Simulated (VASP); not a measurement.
Output of a VASP run:

### OSZICAR
```
...
       N       E                     dE             d eps       ncg     rms          rms(c)
DAV:   1    -0.928200756540E+02   -0.50699E-01   -0.10361E+00   540   0.712E+00    0.190E+00
DAV:   2    -0.927872427994E+02    0.32833E-01   -0.96884E-02   572   0.187E+00    0.743E-01
DAV:   3    -0.927762861453E+02    0.10957E-01   -0.19544E-02   578   0.830E-01    0.357E-01
DAV:   4    -0.927755225641E+02    0.76358E-03   -0.13328E-03   588   0.335E-01    0.301E-01
DAV:   5    -0.927738967289E+02    0.16258E-02   -0.24885E-03   560   0.428E-01    0.673E-02
DAV:   6    -0.927750607300E+02   -0.11640E-02   -0.12649E-03   556   0.323E-01    0.304E-02
DAV:   7    -0.927750853224E+02   -0.24592E-04   -0.11132E-04   574   0.846E-02    0.140E-02
DAV:   8    -0.927750485622E+02    0.36760E-04   -0.57612E-05   562   0.632E-02    0.154E-02
DAV:   9    -0.927750872708E+02   -0.38709E-04   -0.22906E-05   552   0.422E-02    0.447E-03
DAV:  10    -0.927750876641E+02   -0.39335E-06   -0.62552E-07   500   0.727E-03
   2 F= -.92775088E+02 E0= -.92775088E+02  d E =-.571078E-02
       N       E                     dE             d eps       ncg     rms          rms(c)
DAV:   1    -0.927772975919E+02   -0.22103E-02   -0.42419E-02   548   0.144E+00    0.386E-01
DAV:   2    -0.927759446198E+02    0.13530E-02   -0.39562E-03   574   0.377E-01    0.150E-01
DAV:   3    -0.927755166988E+02    0.42792E-03   -0.80743E-04   566   0.169E-01    0.756E-02
DAV:   4    -0.927754912523E+02    0.25446E-04   -0.53759E-05   592   0.668E-02    0.634E-02
DAV:   5    -0.927754680899E+02    0.23162E-04   -0.10295E-04   564   0.857E-02    0.134E-02
DAV:   6    -0.927754820822E+02   -0.13992E-04   -0.51518E-05   556   0.633E-02    0.634E-03
DAV:   7    -0.927754830063E+02   -0.92407E-06   -0.52765E-06   550   0.183E-02
   3 F= -.92775483E+02 E0= -.92775483E+02  d E =-.610612E-02
       N       E                     dE             d eps       ncg     rms          rms(c)
DAV:   1    -0.927754944722E+02   -0.12390E-04   -0.25500E-04   556   0.114E-01    0.287E-02
DAV:   2    -0.927754856123E+02    0.88598E-05   -0.20431E-05   558   0.283E-02    0.121E-02
DAV:   3    -0.927754811615E+02    0.44508E-05   -0.78957E-06   574   0.170E-02    0.635E-03
DAV:   4    -0.927754801201E+02    0.10414E-05   -0.28571E-06   514   0.136E-02    0.485E-03
DAV:   5    -0.927754673769E+02    0.12743E-04   -0.14361E-05   552   0.319E-02    0.877E-03
DAV:   6    -0.927754801270E+02   -0.12750E-04   -0.11038E-05   552   0.281E-02    0.817E-04
DAV:   7    -0.927754803052E+02   -0.17817E-06   -0.15963E-07   288   0.364E-03
   4 F= -.92775480E+02 E0= -.92775480E+02  d E =-.610342E-02
       N       E                     dE             d eps       ncg     rms          rms(c)
DAV:   1    -0.927761570911E+02   -0.67696E-03   -0.25195E-02   560   0.101E+00    0.174E-01
DAV:   2    -0.927758351504E+02    0.32194E-03   -0.72978E-04   632   0.190E-01    0.891E-02
DAV:   3    -0.927756971952E+02    0.13796E-03   -0.29034E-04   608   0.133E-01    0.207E-02
DAV:   4    -0.927756993491E+02   -0.21539E-05   -0.60803E-05   564   0.624E-02    0.118E-02
DAV:   5    -0.927757008589E+02   -0.15098E-05   -0.26539E-05   548   0.434E-02    0.447E-03
DAV:   6    -0.927757039951E+02   -0.31362E-05   -0.14658E-05   548   0.319E-02    0.217E-03
DAV:   7    -0.927757071358E+02   -0.31407E-05   -0.25667E-06   544   0.135E-02    0.703E-04
DAV:   8    -0.927757066048E+02    0.53102E-06   -0.34979E-07   298   0.515E-03
   5 F= -.92775707E+02 E0= -.92775707E+02  d E =-.226300E-03
```

**OUTCAR**
```
------------------------ aborting loop because EDIFF is reached ----------------------------------------
  FORCE on cell =-STRESS in cart. coord.  units (eV):
  Direction    XX          YY          ZZ          XY          YZ          ZX
  --------------------------------------------------------------------------------------
  Total       -0.0074799     -0.0074799      0.0006411     -0.0000000     -0.0000000      0.0000000
  in kB       -0.1113257     -0.1113257      0.0095417     -0.0000000     -0.0000000      0.0000000
  external PRESSURE =      -0.0710365 kB  Pullay stress =       0.0000000 kB
  volume of cell :      107.65
      direct lattice vectors                 reciprocal lattice vectors
     4.725868468  0.000000062 -0.000000000     0.211601317  0.122168048 -0.000000000
    -2.362933631  4.092722075 -0.000000000    -0.000000003  0.244336159 -0.000000000
    -0.000000000  0.000000000  5.565637195     0.000000000  0.000000000  0.179673947
 POSITION                                       TOTAL-FORCE (eV/Angst)
 -----------------------------------------------------------------------------------
     -0.00000      2.72848      1.39141        -0.000000     -0.000000      0.000000
      2.36294      1.36424      4.17423         0.000000      0.000000      0.000000
     -0.00000      2.72848      4.17423        -0.000000      0.000000      0.000000
      2.36294      1.36424      1.39141         0.000000     -0.000000      0.000000
 -----------------------------------------------------------------------------------
    total drift:                               -0.000870      0.000502     -0.000117
  FREE ENERGIE OF THE ION-ELECTRON SYSTEM (eV)
  ---------------------------------------------------
  free  energy   TOTEN  =       -92.7757066048 eV

  energy  without entropy=      -92.7757066048  energy(sigma->0) =      -92.77570660

 reached required accuracy - stopping structural energy minimisation
```
(Selected blocks of OUTCAR.)

POSCAR:
```
YbS
1
    4.6875078618     0.0000000551     0.0000000000
   -2.3437533386     4.0595008200    -0.0000000000
    0.0000000000     0.0000000000     5.5584820898
Yb S
2 2
Direct
  0.3333330000   0.6666670000   0.2500000000
  0.6666670000   0.3333330000   0.7500000000
  0.3333330000   0.6666670000   0.7500000000
  0.6666670000   0.3333330000   0.2500000000
```

**Question.** Write an INCAR and KPOINTS that could have produced this output.

**Answer.** One answer among several that fit: the input of the run itself, r2SCAN meta-GGA, plane waves, VASP's PBE PAW potentials (set 64).

KPOINTS:
```
Regular mesh
0
Gamma
 5 5 4
0 0 0
```

INCAR:
```
SYSTEM = YbS
PREC = Accurate
ENCUT = 400
EDIFF = 1E-6
NELM = 100
ALGO = Normal
LREAL = .FALSE.
LASPH = .TRUE.
ISMEAR = 0
SIGMA = 0.05
METAGGA = R2SCAN
LMIXTAU = .TRUE.
LMAXMIX = 6
LWAVE = .FALSE.
LCHARG = .FALSE.
IBRION = 2
ISIF = 3
NSW = 60
EDIFFG = -0.02
```

POTCAR, in this order: Yb_2 S (PBE.64 set). Program: vasp_std.

The 4f electrons are frozen in the core of the lanthanide potential, so 4f levels, which can set the real gap, and their magnetism are missing.

The structure was generated: YbS was put into the h-BN type (P6_3/mmc), which need not be its known phase. This run relaxes it. Symmetry was kept, so distortions that lower it aren't found. The start is the result of an earlier pass.
